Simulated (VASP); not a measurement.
# LuSb3 (P1) in VASP: single point with r2SCAN

Aim: the single point of LuSb3 with r2SCAN.

Program: VASP 6.6.1. These are calculated values, not measurements. Logs are shortened: lines on timing, memory, paths and dates and some standing lists are left out, and cuts for length are marked.

## (1) The crystal as given

The typed cell holds 4 atoms: a = 4.395 Å, b = 4.268 Å, c = 6.204 Å, α = 70.10°, β = 90.03°, γ = 90.00°.

The cell was built by a generator and needn't be a form met in nature.

## (2) Single point, r2SCAN

File POSCAR:

```
LuSb3
1.0
    4.3950038161     -0.0000086189     -0.0055671056
    0.0011110611      4.1762486578      0.8812410846
    0.0042202595      0.8618634200      6.1433726428
Sb Lu
3 1
Direct
   -0.0152714282      0.6133447319      0.4696731749
    0.4841535091      0.0433376104      0.5175272144
    0.4842123365      0.3682182649      1.0343323634
   -0.0158624174      0.9310313928      0.9088372473
```

File INCAR.step1:

```
ALGO = Normal
EDIFF = 1E-4
ENCUT = 520
GGA = PE
ISMEAR = -1
LASPH = True
LCHARG = False
LREAL = False
LWAVE = True
NBANDS = 28
NELM = 100
PREC = Accurate
SIGMA = 0.1
```

File INCAR.step2:

```
ALGO = Normal
EDIFF = 1E-6
ENCUT = 520
ISIF = 2
ISMEAR = -1
ISTART = 1
LASPH = True
LCHARG = False
LMIXTAU = True
LREAL = False
LWAVE = False
METAGGA = R2SCAN
NBANDS = 28
NELM = 100
PREC = Accurate
SIGMA = 0.1
```

File KPOINTS:

```
k-points
0
Gamma
  4 4 4
```

Potentials or basis: VASP PAW PBE potentials, release 64 (Sb, Lu).

Started as:

```bash
$ cat potpaw_PBE.64/Sb/POTCAR potpaw_PBE.64/Lu/POTCAR > POTCAR
$ cp INCAR.step1 INCAR
$ mpirun -np 1 vasp_std > vasp.out
$ cp INCAR.step2 INCAR
$ mpirun -np 1 vasp_std > vasp.out
```

OUTCAR:

```text
EDIFF = 1E-6
   ENCUT = 520
   ISIF = 2
   ISMEAR = -1
   ISTART = 1
   LASPH = True
   LREAL = False
   METAGGA = R2SCAN
   NELM = 100
   PREC = Accurate

 ion  position               nearest neighbor table
   1  0.985  0.613  0.470-   2 2.94   2 2.94   2 3.21   2 3.22   4 3.24   4 3.28   4 3.43
   2  0.484  0.043  0.518-   3 2.84   1 2.94   1 2.94   4 3.19   4 3.19   1 3.21   1 3.22   3 3.51

   3  0.484  0.368  0.034-   2 2.84   4 3.15   4 3.15   4 3.15   4 3.15   2 3.51
   4  0.984  0.931  0.909-   3 3.15   3 3.15   3 3.15   3 3.15   2 3.19   2 3.19   1 3.24   1 3.28
                             1 3.43

  LATTYP: Found a triclinic cell.
 ALAT       =     6.1264681337
 B/A-ratio  =     0.7173802664
 C/A-ratio  =     1.0150934751
 COS(alpha) =     0.0005708027
 COS(beta)  =     0.2419962769
 COS(gamma) =     0.7173780812

  Lattice vectors:

 A1 = (   4.3961148772,   4.1762400389,   0.8756739790)
 A2 = (   4.3950038161,  -0.0000086189,  -0.0055671056)
 A3 = (  -0.0031091984,   3.3143852378,  -5.2621315582)

Analysis of symmetry for initial positions (statically):
=====================================================================
 Subroutine PRICEL returns:
 Original cell was already a primitive cell.

 Routine SETGRP: Setting up the symmetry group for a
 triclinic supercell.

 Subroutine GETGRP returns: Found  1 space group operations
 (whereof  1 operations were pure point group operations)
 out of a pool of  2 trial point group operations.

The static configuration has the point symmetry C_1 .

Analysis of symmetry for dynamics (positions and initial velocities):
=====================================================================
 Subroutine PRICEL returns:
 Original cell was already a primitive cell.

 Routine SETGRP: Setting up the symmetry group for a
 triclinic supercell.

 Subroutine GETGRP returns: Found  1 space group operations
 (whereof  1 operations were pure point group operations)
 out of a pool of  2 trial point group operations.

The dynamic configuration has the point symmetry C_1 .

 Subroutine INISYM returns: Found  1 space group operations
 (whereof  1 operations are pure point group operations),
 and found     1 'primitive' translations

[... 90 lines left out ...]
   ISTART =      1    job   : 0-new  1-cont  2-samecut
   ICHARG =      0    charge: 1-file 2-atom 10-const
   ISPIN  =      1    spin polarized calculation?
   LNONCOLLINEAR =      F non collinear calculations
   LSORBIT =      F    spin-orbit coupling
   LASPH  =      T    aspherical Exc in radial PAW
   ENCUT  =  520.0 eV  38.22 Ry    6.18 a.u.   8.17  7.94 11.53*2*pi/ulx,y,z
   NELM   =    100;   NELMIN=  2; NELMDL=  0     # of ELM steps
   EDIFF  = 0.1E-05   stopping-criterion for ELM
   LREAL  =      F    real-space projection
   EDIFFG = 0.1E-04   stopping-criterion for IOM
   NSW    =      0    number of steps for IOM
   IBRION =     -1    ionic relax: 0-MD 1-quasi-New 2-CG
   NFREE  =      0    steps in history (QN), initial steepest desc. (CG)
   ISIF   =      2    stress and relaxation
   ISYM   =      2    0-nonsym 1-usesym 2-fastsym
   POTIM  = 0.5000    time-step for ionic-motion
   TEBEG  =    0.0;   TEEND  =   0.0 temperature during run
   PSTRESS=    0.0 pullay stress
   NELECT =      40.0000    total number of electrons
   NUPDOWN=      -1.0000    fix difference up-down
   EMIN   =  10.00;   EMAX   =-10.00  energy-range for DOS
   EFERMI =   0.00;   METHOD = LEGACY
   ISMEAR =    -1;   SIGMA  =   0.10  broadening in eV -4-tet -1-fermi 0-gaus
   EFERMI_NEDOS =   21; number of points for ismear=-14 and -15
   IALGO  =     38    algorithm
   IMIX   =      4    mixing-type and parameters
     AMIX     =   0.40;   BMIX     =  1.00
     AMIX_MAG =   1.60;   BMIX_MAG =  1.00
  volume/ion in A,a.u.               =      27.36       184.60
  Fermi-wavevector in a.u.,A,eV,Ry     =   1.170561  2.212040 18.642886  1.370213
  Thomas-Fermi vector in A             =   2.307018
   LORBIT       =      0    0 simple, 1 ext, 2 COOP (PROOUT), +10 PAW based schemes
   METAGGA = R2SCAN    functional components
   LHFCALC =     F    Hartree Fock is set to
   AEXX    =    0.0000 exact exchange contribution
   IVDW    =     0    specifies the selected vdW correction
   LEPSILON=     F    determine dielectric tensor
   LRPA    =     F    only Hartree local field effects (RPA)
 non-spin polarized calculation
  energy-cutoff  :      520.00
  volume of cell :      109.42
 maximum number of plane-waves:      2976
 NGX is ok and might be reduce to    36
   NGX = 17   NGY = 15   NGZ = 23

 number of electron      40.0000001 magnetization

 Free energy of the ion-electron system (eV)
  ---------------------------------------------------
  ext. energy  EPLUGINS =         0.00000000
  ---------------------------------------------------
  free energy    TOTEN  =      -117.20029519 eV

  energy without entropy =     -117.15808972  energy(sigma->0) =     -117.17919245

 E-fermi :   6.6007     XC(G=0): -10.8297

 val. band max:        6.5979305071   @ k =   0.0000  -0.0000   0.5000
 cond. band min:       6.6593619715   @ k =  -0.0000   0.2500   0.0000
 fundamental gap:      0.0614314644
 Fermi energy:         6.6006876340

 k-point     1 :       0.0000    0.0000    0.0000
  band No.  band energies     occupation
      1     -51.6944      2.00000
      2     -21.7482      2.00000
      3     -21.6873      2.00000
      4     -21.6519      2.00000
      5      -6.1965      2.00000
      6      -2.3564      2.00000
[... 733 lines left out ...]
     27      11.5342      0.00000
     28      11.8786      0.00000

 [... further k-points ...]
[... 5 lines left out ...]
  --------------------------------------------------------------------------------------
  -------------------------------------------------------------------------------------
  Total        0.1561061      0.1231468      0.1588728     -0.0046866     -0.0268420     -0.0049344
  in kB        2.2857478      1.8031485      2.3262590     -0.0686231     -0.3930283     -0.0722504
  external PRESSURE =       2.1383851 kB  Pullay stress =       0.0000000 kB

 VOLUME and BASIS-vectors are now :
 -----------------------------------------------------------------------------
  energy-cutoff  :      520.00
  volume of cell :      109.42
      direct lattice vectors                 reciprocal lattice vectors
     4.395003816 -0.000008619 -0.005567106     0.227530895 -0.000028391 -0.000152322
     0.001111061  4.176248658  0.881241085    -0.000043366  0.246754081 -0.034617489
     0.004220260  0.861863420  6.143372643     0.000212408 -0.035395866  0.167742633

 POSITION                                       TOTAL-FORCE (eV/Angst)
 -----------------------------------------------------------------------------------
      4.33055      2.96627      3.42040         0.002092     -0.018078     -0.010854
      2.13009      0.62702      3.21486         0.003583      0.008811      0.016228
      2.12867      1.56736      0.53271         0.002327      0.005081     -0.017205
      4.33016      4.67150      6.39831        -0.008003      0.004186      0.011831
 -----------------------------------------------------------------------------------
    total drift:                               -0.011189      0.008626      0.013384

  FREE ENERGIE OF THE ION-ELECTRON SYSTEM (eV)
  ---------------------------------------------------
  free  energy   TOTEN  =      -117.2002951930 eV

  energy  without entropy=     -117.1580897155  energy(sigma->0) =     -117.17919245
```

OUTCAR.step1:

```text
EDIFF = 1E-4
   ENCUT = 520
   GGA = PE
   ISMEAR = -1
   LASPH = True
   LREAL = False
[... 979 lines left out ...]
      2.13009      0.62702      3.21486         0.002957      0.051268      0.268700
      2.12867      1.56736      0.53271        -0.000431      0.084673     -0.177204
      4.33016      4.67150      6.39831         0.000372     -0.012172     -0.054654
 -----------------------------------------------------------------------------------
    total drift:                               -0.000036     -0.000562      0.002526

  FREE ENERGIE OF THE ION-ELECTRON SYSTEM (eV)
  ---------------------------------------------------
  free  energy   TOTEN  =       -18.6425624861 eV

  energy  without entropy=      -18.5928482024  energy(sigma->0) =      -18.61770534
```

Run time: 5.5 min. Hardware: 1 thread of Intel Xeon Platinum 8259CL at 2.50GHz (Skylake/Cascade Lake), shared host; peak memory 0.31 GiB.

Results:

```
Free energy            : -117.2003 eV
Pressure               : 0.2 GPa
Largest force          : 0.021 eV/Å
Band gap on the k mesh : none (metal or under the smearing width)
```

Forces in eV/Å, atoms in the order of the input:
```
Sb   0.002 -0.018 -0.011
Sb   0.004  0.009  0.016
Sb   0.002  0.005 -0.017
Lu  -0.008  0.004  0.012
```

Levels at points of the mesh, in eV from the Fermi level:
| k point | band 17 | band 18 | band 19 | band 20 | band 21 | band 22 | band 23 | band 24 |
| --- | --- | --- | --- | --- | --- | --- | --- | --- |
| (0.00, 0.00, 0.00) | -3.17 | -0.98 | -0.25 | -0.24 | 1.25 | 2.14 | 2.42 | 2.77 |
| (0.50, 0.00, 0.00) | -2.33 | -1.33 | -1.29 | -1.11 | 0.10 | 0.41 | 3.41 | 3.48 |
| (0.00, 0.50, 0.00) | -1.99 | -1.83 | -1.78 | -0.45 | -0.17 | 0.09 | 1.99 | 3.53 |
| (0.50, 0.50, 0.00) | -2.99 | -2.53 | -2.09 | -1.72 | 0.77 | 2.25 | 3.52 | 4.03 |
| (0.00, 0.00, 0.50) | -2.66 | -1.14 | -0.57 | 0.00 | 0.10 | 1.94 | 2.60 | 2.68 |
| (0.50, 0.00, 0.50) | -1.42 | -1.42 | -0.92 | -0.42 | 0.44 | 1.10 | 1.36 | 2.75 |
| (0.00, 0.50, 0.50) | -2.34 | -1.61 | -0.82 | -0.51 | -0.37 | 0.21 | 2.64 | 3.30 |
| (0.50, 0.50, 0.50) | -3.90 | -2.64 | -1.78 | -1.44 | 1.79 | 2.23 | 3.47 | 3.80 |

Caveat: the k mesh is coarse (spacing up to 0.39 Å⁻¹), so the values aren't converged; the PAW data sets were made with another functional, which shifts forces and pressure a little. Spin-orbit coupling is left out, which matters for the levels of Lu, Sb.
